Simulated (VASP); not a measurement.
A convergence study with VASP on ZrS₂ (1T layered): one setting is varied, all else stays as given below, so the limit is that of these other settings. Each run relaxes cell and ions from the cell shown.

```xyz
3
Lattice="1.8300 -3.1697 0.0000 1.8300 3.1697 0.0000 0.0000 0.0000 5.8200" Properties=species:S:1:pos:R:3 pbc="T T T"
Zr     0.0000     0.0000     0.0000
S      1.8300     1.0566     1.4550
S      1.8300    -1.0566     4.3650
```

All values below come from PBE GGA, VASP's PBE PAW potentials (set 64) (plane waves; VASP 6.6.1). The tightest run used: 550 eV cut-off, 7×7×4 Γ-centred mesh, Gaussian smearing of 0.050 eV, potentials Zr_sv S.

| setting | relaxed volume (Å³/atom) | E (eV/atom) | irreducible k-points |
|---|---|---|---|
| 2×2×1 mesh | 23.856 | -6.9245 | 2 |
| 3×3×2 mesh | 26.631 | -7.0940 | 6 |
| 4×4×2 mesh | 26.109 | -7.1236 | 8 |

### Question
These are the cheaper rows. Estimate the results at 7×7×4 mesh, and how far the last row shown lies from them.

### Answer

```
quantity                  tightest run  last row shown is off by
------------------------  ------------  ------------------------
relaxed volume (Å³/atom)        26.092                     0.016
E (eV/atom)                    -7.1452                    0.0216
```

Left out are rungs that failed or repeat a setting and relaxations that didn't move; long series are thinned to 24 rows.

The compound is ZrS2 in the 1T layered structure.
